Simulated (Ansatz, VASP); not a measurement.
**PtS2: VASP beside Ansatz**

Wanted: the spread between two codes on one cell, functional and k mesh. The cell is taken from a series of VASP runs on this material, whose earlier steps may have relaxed, scaled or displaced it; both programs get it as it stands. Valence electrons are named where the data sets of a main pair hold unlike numbers.

Calculated with Ansatz 0.2.0; plane waves, with VASP 6.6.1 beside it; relaxation of cell and atoms at PBEsol.

### Step 1. Set-up

The structure is trigonal, space group P-3m1 (No. 164). The conventional cell has a = 3.567 Å, b = 3.567 Å, c = 4.801 Å, α = 90.00°, β = 90.00°, γ = 120.00°. Nearest to Pt lie 6 S at 2.38 Å. Nearest to S lie 3 Pt at 2.38 Å. Farther neighbours and most contacts between anions are not listed.

Structure file:

```
Pt S
1.0
     3.56738    0.00000    0.00000
    -1.78369    3.08945    0.00000
     0.00000    0.00000    4.80108
Pt S
1 2
Direct
  0.00000 0.00000 0.00000
  0.66667 0.33333 0.75074
  0.33333 0.66667 0.24926
```

### Step 2. VASP: relaxation of cell and atoms, PBEsol

The relaxed volume is the usual yardstick between codes: in a stiff, nearly cubic crystal its relative difference is about their pressure difference at one cell divided by the bulk modulus.

Lines of VASP's logs that name or quote its potential files are left out, and so is its time.

Input file INCAR:

```
SYSTEM = PtS2
PREC = Accurate
ENCUT = 500
EDIFF = 1E-07
NELM = 100
ISMEAR = 0
SIGMA = 0.03
LREAL = .FALSE.
ALGO = Normal
GGA = PS
NBANDS = 17
LASPH = .TRUE.
LORBIT = 11
LWAVE = .FALSE.
LCHARG = .FALSE.
KPAR = 4
IBRION = 2
NSW = 50
ISIF = 3
EDIFFG = -0.002
```

Input file POSCAR:

```
PtS2
1.0
    3.5673839397      0.0000000000      0.0000000000
   -1.7836919699      3.0894451169      0.0000000000
    0.0000000000      0.0000000000      4.8010751161
Pt S
1 2
Direct
    0.0000000000      0.0000000000      0.0000000000
    0.6666666667      0.3333333333      0.7507387732
    0.3333333333      0.6666666667      0.2492612268
```

Input file KPOINTS:

```
Automatic mesh
0
Gamma
9 9 4
0 0 0
```

The projector-augmented-wave data sets are Pt and S (PBE family, release 64).

On the command line:

```bash
mpirun -np 4 vasp_std
```

Numbers of over 12 decimals in the logs are rounded to 6 here.

The log of the run:

```text
[banner, memory and clock lines left out]
running    4 mpi-ranks, on    1 nodes
 distrk:  each k-point on    1 cores,    4 groups
 distr:  one band on    1 cores,    1 groups

 POSCAR found type information on POSCAR PtS
 POSCAR found :  2 types and       3 ions
|                                                                             |
|               ----> ADVICE to this user running VASP <----                  |
|                                                                             |
|     You enforced a specific xc type in the INCAR file but a different       |
|     [... a line on the potential file left out ...]
|     I HOPE YOU KNOW WHAT YOU ARE DOING!                                     |
|                                                                             |

 LDA part: xc-table for (Slater+PW92), standard interpolation
 POSCAR, INCAR and KPOINTS ok, starting setup
 FFT: planning ... GRIDC
 FFT: planning ... GRID_SOFT
 FFT: planning ... GRID
 WAVECAR not read
 entering main loop
       N       E                     dE             d eps       ncg     rms          rms(c)
DAV:   1     0.107705281204E+03    0.10771E+03   -0.10349E+04  1478   0.112E+03
DAV:   2    -0.135694759708E+02   -0.12127E+03   -0.11775E+03  1878   0.227E+02
DAV:   3    -0.182906735060E+02   -0.47212E+01   -0.46939E+01  1793   0.464E+01
DAV:   4    -0.183395618431E+02   -0.48888E-01   -0.48862E-01  1966   0.521E+00
DAV:   5    -0.183402574762E+02   -0.69563E-03   -0.69557E-03  1859   0.597E-01    0.185E+01
DAV:   6    -0.172692278539E+02    0.10710E+01   -0.68644E+00  1491   0.252E+01    0.121E+01
DAV:   7    -0.170265648478E+02    0.24266E+00   -0.12386E+00  1500   0.115E+01    0.569E+00
DAV:   8    -0.170015631762E+02    0.25002E-01   -0.76150E-02  1654   0.195E+00    0.124E+00
DAV:   9    -0.169974231335E+02    0.41400E-02   -0.98573E-03  1786   0.102E+00    0.257E-01
DAV:  10    -0.169974848661E+02   -0.61733E-04   -0.15260E-03  1727   0.256E-01    0.891E-02
DAV:  11    -0.169975036799E+02   -0.18814E-04   -0.46648E-05  1997   0.607E-02    0.454E-02
DAV:  12    -0.169975025204E+02    0.11595E-05   -0.71324E-06  1744   0.267E-02    0.105E-02
DAV:  13    -0.169975028971E+02   -0.37676E-06   -0.92006E-07  1832   0.684E-03    0.358E-03
DAV:  14    -0.169975029441E+02   -0.46963E-07   -0.55776E-08  1060   0.186E-03
   1 F= -.16997503E+02 E0= -.16997503E+02  d E =-.169975E+02
 curvature:   0.00 expect dE= 0.000E+00 dE for cont linesearch  0.000E+00
 trial: gam= 0.00000 g(F)=  0.321E-06 g(S)=  0.227E-06 ort = 0.000E+00 (trialstep = 0.100E+01)
 search vector abs. value=  0.548E-06
 reached required accuracy - stopping structural energy minimisation
```

OUTCAR, selected parts (step 2):

```text
ion  position               nearest neighbor table
   1  0.000  0.000  0.000-   2 2.38   3 2.38   2 2.38   3 2.38   2 2.38   3 2.38
   2  0.667  0.333  0.751-   1 2.38   1 2.38   1 2.38
   3  0.333  0.667  0.249-   1 2.38   1 2.38   1 2.38

  LATTYP: Found a hexagonal cell.
 ALAT       =     3.5673839397
 C/A-ratio  =     1.3458251753

 Subroutine GETGRP returns: Found 12 space group operations
 (whereof 12 operations were pure point group operations)

The static configuration has the point symmetry D_3d.

 Found     43 irreducible k-points:

   k-points           NKPTS =     43   k-points in BZ     NKDIM =     43   number of bands    NBANDS=     17

   dimension x,y,z NGX =    28 NGY =   28 NGZ =   36
   dimension x,y,z NGXF=    56 NGYF=   56 NGZF=   72

   ENCUT  =  500.0 eV  36.75 Ry    6.06 a.u.   6.50  6.50  8.75*2*pi/ulx,y,z

   NELECT =      22.0000    total number of electrons

 k-points in reciprocal lattice and weights: Automatic mesh
   0.00000000  0.00000000  0.00000000       0.003
   0.11111111 -0.00000000  0.00000000       0.019
   0.22222222 -0.00000000  0.00000000       0.019
   0.33333333  0.00000000  0.00000000       0.019
   0.44444444 -0.00000000  0.00000000       0.019
   0.11111111  0.11111111  0.00000000       0.019
   0.22222222  0.11111111  0.00000000       0.037
   0.33333333  0.11111111  0.00000000       0.037
   0.44444444  0.11111111  0.00000000       0.019
[...]
0.33333333  0.22222222  0.50000000       0.037
   0.33333333  0.33333333  0.50000000       0.006

 average (electrostatic) potential at core
       1 -67.7353       2 -85.0373       3 -85.0373

 E-fermi :   7.5971

 k-point     1 :       0.0000    0.0000    0.0000
  band No.  band energies     occupation
    ...
      7       3.2854      2.00000
      8       5.1251      2.00000
      9       6.0093      2.00000
     10       6.0093      2.00000
     11       7.4488      2.00000
     12       9.0099      0.00000
     13       9.0099      0.00000
     14      11.3160      0.00000
     15      12.5352      0.00000
     16      14.9550      0.00000
    ...

 k-point     2 :       0.1111   -0.0000    0.0000
  band No.  band energies     occupation
    ...
      7       3.1678      2.00000
      8       4.7238      2.00000
      9       5.8550      2.00000
     10       5.9674      2.00000
     11       7.2108      2.00000
     12       8.7530      0.00000
     13       8.9985      0.00000
     14      12.1406      0.00000
     15      13.1376      0.00000
     16      14.6519      0.00000
    ...

 k-point     3 :       0.2222   -0.0000    0.0000
  band No.  band energies     occupation
    ...
      7       2.9752      2.00000
      8       4.0924      2.00000
      9       5.5675      2.00000
     10       5.6539      2.00000
     11       6.3916      2.00000
     12       8.7923      0.00000
     13       9.1623      0.00000
     14      12.6869      0.00000
     15      14.0936      0.00000
     16      15.2712      0.00000
    ...

  Total        0.0025319      0.0025319     -0.0011447     -0.0000000      0.0000000      0.0000000
  in kB        0.0766620      0.0766620     -0.0346604     -0.0000000      0.0000000      0.0000000
  external PRESSURE =       0.0395545 kB  Pullay stress =       0.0000000 kB

  energy-cutoff  :      500.00
  volume of cell :       52.91
      direct lattice vectors                 reciprocal lattice vectors
     3.567383940  0.000000000  0.000000000     0.280317459  0.161841360  0.000000000
    -1.783691970  3.089445117  0.000000000     0.000000000  0.323682720  0.000000000
     0.000000000  0.000000000  4.801075116     0.000000000  0.000000000  0.208286681

 POSITION                                       TOTAL-FORCE (eV/Angst)
 -----------------------------------------------------------------------------------
      0.00000      0.00000      0.00000         0.000000      0.000000     -0.000000
      1.78369      1.02982      3.60435         0.000000     -0.000000     -0.001823
     -0.00000      2.05963      1.19672        -0.000000      0.000000      0.001823
 -----------------------------------------------------------------------------------
    total drift:                               -0.000000     -0.000000     -0.000000

  FREE ENERGIE OF THE ION-ELECTRON SYSTEM (eV)
  ---------------------------------------------------
  free  energy   TOTEN  =       -16.9975029441 eV

  energy  without entropy=      -16.9975029441  energy(sigma->0) =      -16.99750294

 reached required accuracy - stopping structural energy minimisation

 total charge
# of ion       s       p       d       tot
------------------------------------------
    1        0.699   0.795   7.995   9.489
    2        1.358   2.249   0.000   3.607
    3        1.358   2.249   0.000   3.607
--------------------------------------------------
tot          3.415   5.293   7.995  16.703

[... 3 further parts left out ...]
```

CONTCAR:

```
PtS2
   1.00000000000000
     3.5673839397000000    0.0000000000000000    0.0000000000000000
    -1.7836919699000000    3.0894451168999999    0.0000000000000000
     0.0000000000000000    0.0000000000000000    4.8010751160999998
  Pt              S
     1     2
Direct
     0.0000000000000000    0.0000000000000000    0.0000000000000000
     0.6666666667000030    0.3333333332999970    0.7507387731999984
     0.3333333332999970    0.6666666667000030    0.2492612268000016
```

The gap is read on the k-mesh alone, so it is an upper bound where the band edges lie off the mesh. The PAW data sets were made with PBE, which is usual practice but a small mismatch for other functionals. The run keeps the 12 symmetry operations of its start, so it cannot find a distortion of lower symmetry.

### Step 3. Ansatz: relaxation of cell and atoms, PBEsol

Ansatz runs on its default PAW (the set named soft_2) files.

The same cell, functional, mesh and smearing now go to Ansatz, which takes its cutoff from its data sets.

Input file input.yaml:

```yaml
crystal:
  lattice:
    - [3.5673839397, 0.0, 0.0]
    - [-1.7836919699, 3.0894451169, 0.0]
    - [0.0, 0.0, 4.8010751161]
  atoms:
    - { symbol: Pt, position: [0.0, 0.0, 0.0] }
    - { symbol: S, position: [0.6666666667, 0.3333333333, 0.7507387732] }
    - { symbol: S, position: [0.3333333333, 0.6666666667, 0.2492612268] }
hamiltonian:
  xc: pbesol
  pseudopotentials: { kind: paw }
kpoints:
  mp_grid: { grid: [9, 9, 4] }
scf:
  occupations: { method: gaussian, width: 0.03 }
relax:
  f_tol: 0.01
  max_steps: 60
  cell: { stress_tol: 0.05 }
output:
  forces: true
  stress: true
```

On the command line:

```bash
ansatz run input.yaml --threads 4 --pin off --max-ram 9216MiB --backend cpu --events-out ev --progress --plain --runs-dir out
```

The log of the run:

```text
Engine: ansatz 0.2.0, aarch64-unknown-linux-gnu
Pseudopotentials: kind: paw
Pseudopotential: Pt, paw, valence charge 18, recommended cutoff 420 eV (normal), Pt.paw.azcp
Pseudopotential: S, paw, valence charge 6, recommended cutoff 420 eV (normal), S.paw.azcp
Functional definition: PBEsol
  exchange = pbesol_x
  correlation = pbesol_c
Crystal: 3 atoms, lattice volume = 52.914 Å³
Basis set: ecut = 420 eV, 995 PW (Γ), exchange–correlation on 48×48×72 points (8 copies of the dense FFT grid, shifted against one another)
Bands: 19, of which v1, the nominal top of the filled ones, is band 15 counted from 1 (14 counted from 0)
Symmetry: 12 space group operations
Space group: P-3m1 (ITA 164), of the structure as read, at distance tolerance 3.8e-5 Å
k-points: 43 of 324
Non-local potential: Pt, projectors of the file, l = 0: 3, l = 1: 2, l = 2: 2, l = 3: 1
Non-local potential: S, projectors of the file, l = 0: 2, l = 1: 2, l = 2: 2
PAW form: soft (Blöchl's): semilocal exchange-correlation on the pseudo side does not see the compensation charge
PAW frozen core: Pt, regenerated for the run's functional, and the local potential with it (the file was generated under x = pbe(κ = 0.804, μ = 0.219515), c = pbe(β = 0.066725))
PAW frozen core: S, regenerated for the run's functional, and the local potential with it (the file was generated under x = pbe(κ = 0.804, μ = 0.219515), c = pbe(β = 0.066725))
PAW one-centre angular grid: Pt, 590 points (default); XC on 64 Gauss nodes
PAW one-centre angular grid: S, 110 points (default); XC on 64 Gauss nodes
Initial density: superposition of atomic densities (neutral atoms: chi_scale 0, normalization atom), corrected by the library's trained network
Initial wavefunctions: pseudopotential atomic-orbital guess
Functional: x = pbesol(κ = 0.804, μ = 0.123457), c = pbesol(β = 0.046)
SCF iter   1: F=—  HF=-14154.884227 eV  |F-HF|=—  |Δ(HF+E_count)|=         —  Δρ=4.41e-3  dr2=1.16e-2  ethr=1.77e-3  ⟨swp⟩=5.7  Hψ=4087  notcnv=0
preconditioner: auto → Resta (q_TF=auto, 2.482 Å⁻¹)  ε∞=7.1  [insulator: Δε(μ)=0.292 eV  Ē_g=9.673 eV  σ=0.030 eV  W_gap=1.00  n_scr=20 (ndim 8)  ℏωp=23.9 eV  f_vac=0.008  D(μ)=0.00/eV (n_scr^D=0)  ε∞_Penn≈7.1]
SCF iter   2: F=—  HF=-14154.882912 eV  |F-HF|=—  |Δ(HF+E_count)|=   1.31e-3  Δρ=2.51e-3  dr2=4.18e-3  ethr=3.87e-5  ⟨swp⟩=1.9  Hψ=1350  notcnv=0
SCF iter   3: F=—  HF=-14154.882155 eV  |F-HF|=—  |Δ(HF+E_count)|=   7.57e-4  Δρ=3.97e-4  dr2=5.42e-5  ethr=1.39e-5  ⟨swp⟩=2.0  Hψ=1452  notcnv=0
SCF iter   4: F=—  HF=-14154.882178 eV  |F-HF|=—  |Δ(HF+E_count)|=   2.32e-5  Δρ=1.15e-4  dr2=7.29e-6  ethr=1.81e-7  ⟨swp⟩=2.4  Hψ=1244  notcnv=0
SCF iter   5: F=—  HF=-14154.882182 eV  |F-HF|=—  |Δ(HF+E_count)|=   4.29e-6  Δρ=2.34e-5  dr2=3.43e-7  ethr=2.43e-8  ⟨swp⟩=2.2  Hψ=1212  notcnv=0
SCF iter   6: F=-14154.882183 eV  HF=-14154.882183 eV  |F-HF|=1.07e-8  |Δ(HF+E_count)|=   4.13e-7  Δρ=4.17e-6  dr2=1.36e-8  ethr=3.33e-10  ⟨swp⟩=4.1  Hψ=2756  notcnv=0
SCF 1 converged in 6 iterations: F = -14154.882183 eV  dr2 = 1.36e-8
  greatest PAW one-centre occupation: 1.000 electrons in one spin orbital (limit 2), on the Pt atom at site 0 (counted from 0), in its partial waves of l = 0
relax step   1: F+E_penalty+E_count = -14154.88218283 eV  Δ(F+E_penalty+E_count) = +0.000e0 eV  max|allowed force component| = 2.713e-2 eV/Å  Δτ_max = 0.0000 Å  P = +0.282 GPa  Ω = 52.914 Å³  (6 SCF iters, dr2 threshold 1.00e-7 eV, accepted)
[...]
relax step   2: F+E_penalty+E_count = -14154.88230086 eV  Δ(F+E_penalty+E_count) = -1.180e-4 eV  max|allowed force component| = 7.518e-4 eV/Å  Δτ_max = 0.0014 Å  P = -0.067 GPa  Ω = 52.967 Å³  energy of the carried Pulay correction = -9.434e-6 eV  (6 SCF iters, dr2 threshold 3.00e-7 eV, accepted)
[...]
relax step   3: F+E_penalty+E_count = -14154.88234586 eV  Δ(F+E_penalty+E_count) = -4.500e-5 eV  max|allowed force component| = 4.704e-3 eV/Å  Δτ_max = 0.0023 Å  P = -0.040 GPa  Ω = 52.879 Å³  energy of the carried Pulay correction = +6.215e-6 eV  (6 SCF iters, dr2 threshold 1.33e-8 eV, accepted)
[...]
relax step   4: F+E_penalty+E_count = -14154.88238330 eV  Δ(F+E_penalty+E_count) = -3.744e-5 eV  max|allowed force component| = 4.044e-3 eV/Å  Δτ_max = 0.0020 Å  P = -0.010 GPa  Ω = 52.784 Å³  energy of the carried Pulay correction = +2.332e-5 eV  (6 SCF iters, dr2 threshold 1.53e-8 eV, accepted)
[...]
relax step   5: F+E_penalty+E_count = -14154.88236087 eV  Δ(F+E_penalty+E_count) = +2.243e-5 eV  max|allowed force component| = 4.046e-3 eV/Å  Δτ_max = 0.0000 Å  P = -0.010 GPa  Ω = 52.784 Å³  stress off target by 4.07e-2 GPa  SCF on the basis re-selected at this cell (its energy is not comparable with the rows above)  (8 SCF iters)
basis re-selected at this cell: Δ(F+E_penalty+E_count) = +2.243e-5 eV, ΔP = +0.000 GPa vs the last step (what re-selecting the basis moved, of the pressure what is left beyond the Pulay correction that the steps carried, after the strain that the cell walked since its last selection, with what the two solves' SCF thresholds leave and, on support functions, any second-order correction that the steps lacked; it is no measure of the basis error at this ecutwfc). The dense FFT grid was sized anew with the basis: this SCF ran on 24×24×32 points, the steps before it on 24×24×36, so part of this shift can come from that change (see relax.cell in the input reference). [rest of the remark cut]
SCF converged after 8 iterations
Free energy (F): -14154.882361 eV
Harris-Foulkes:  -14154.882361 eV  (|F-HF|=3.64e-12)
Internal energy: -14154.882361 eV  (E = F + TS)
E sigma→0 (E₀):  -14154.882361 eV
Fermi energy:    12.027806 eV
--- Per-component energies (eV) ---
  E_band       = -301.062061
  E_kinetic    = 850.598088
  E_local      = -2879.048899  (includes V_loc(G=0)·N_el)
  E_nonlocal   = 258.848040
  E_hartree    = 1123.262144
  E_xc         = -452.815285
  E_vxc        = -477.520257  (∫ρ·V_xc dr)
  E_paw        = -10484.046650  (= ΣΔE_a)
  E_vpaw       = -300.463498  (= ΣTr[D̂ρ^β])
  E_aug_tail   = 0.000175  (compensation charges beyond the density's cutoff)
  E_ewald      = -2572.090855
  E_core_change = 0.410880  (= ΣΔE_core)
  E_smearing   = -0.000000  (= −TS)
  E_closure    = -0.000000  (closes the sum)
  Σ components = -14154.882361   (vs F -14154.882361, Δ=0.00e0)
--- Forces (eV/Å), atoms counted from 1 ---
  atom   1  Pt     0.00000000    -0.00000000     0.00000000
  atom   2  S      0.00000000    -0.00000000     0.00404555
  atom   3  S     -0.00000000     0.00000000    -0.00404555
  max |Σ_I F_I| component: 2.31e-18 eV/Å
--- Stress (GPa, compression-positive) ---
        0.005127      -0.000000      -0.000000
        0.000000       0.005127       0.000000
       -0.000000       0.000000      -0.040700
  P = ⅓ Tr σ = -0.0101 GPa (-0.101 kbar)
--- Relaxed structure (4 steps of the walk, 4 accepted, 1 SCFs on fresh bases) ---
  F+E_penalty+E_count = -14154.88236087 eV   max|allowed force component| = 4.046e-3 eV/Å   (the final SCF, on the basis selected at the relaxed cell)
  cell:  # Å, volume = 52.7836 Å³
    - [3.570906, 2.8896036354386125e-11, 0]
    - [-1.785453, 3.092496, 0]
    - [0, 0, 4.779816]
  atoms:
    - { symbol: Pt, position: [0, 0, 0] }
    - { symbol: S, position: [0.666667, 0.333333, 0.749554] }
    - { symbol: S, position: [0.333333, 0.666667, 0.250446] }
```

It took 3.1 s on 4 threads of Arm Neoverse V1, shared host; peak memory 0.38 GiB; 11 s of CPU time.

### Step 4. Side by side

Known differences besides the potentials themselves: both relaxations stop at a tolerance, which leaves soft axes loose, and VASP keeps its plane-wave basis; the data sets hold 30 valence electrons in Ansatz (on its default PAW (the set named soft_2) files) and 22 in VASP; the cutoff is 420 eV in Ansatz and 500 eV in VASP; Ansatz makes its cores anew for this functional, VASP keeps those of its PBE data sets; Ansatz adds a Pulay correction to the stress that steers its cell, VASP none. Total energies have different zeros and are not compared.

Compared:

```
                                         quantity  Ansatz   VASP  difference
                                      volume (Å³)   52.78  52.91     -0.25 %
edge a after relaxation, in the typed setting (Å)   3.571  3.567     +0.10 %
edge c after relaxation, in the typed setting (Å)   4.780  4.801     -0.44 %
```

The walks stopped with -0.01 GPa left in Ansatz and 0.00 GPa in VASP; each walk ends within a tolerance, so the volume difference is uncertain by about these residues over the bulk modulus, most in soft cells.

### Step 5. What came out

```json
{"difference in edge c after relaxation, in the typed setting (relaxation of cell and atoms, PBEsol)": "-0.44 %"}
```

The difference in edge c after relaxation, in the typed setting is -0.44 % (relaxation of cell and atoms, PBEsol), within the 1.2 % picked in this series as the mark of a large difference, as far as the stopping tolerances let one tell. The data sets hold unlike numbers of valence electrons (30 in Ansatz and 22 in VASP), so part of the differences comes from the potentials. Such differences can come from data sets, numerical settings and the points named under the comparisons, not from the functional's error against experiment.

[Lines on the potential files, build, host, timing and source positions are cut from VASP's logs without a mark.]

[Logs are printed without paths, hosts, clocks, repeated set-up lines and the standing remarks that a program may print on its own settings, such as how far it seeks lower states.]

[Hosts, paths, dates, database ids (printed as entryN), source tags and the programs' standing remarks are cut or masked in the printed files.]
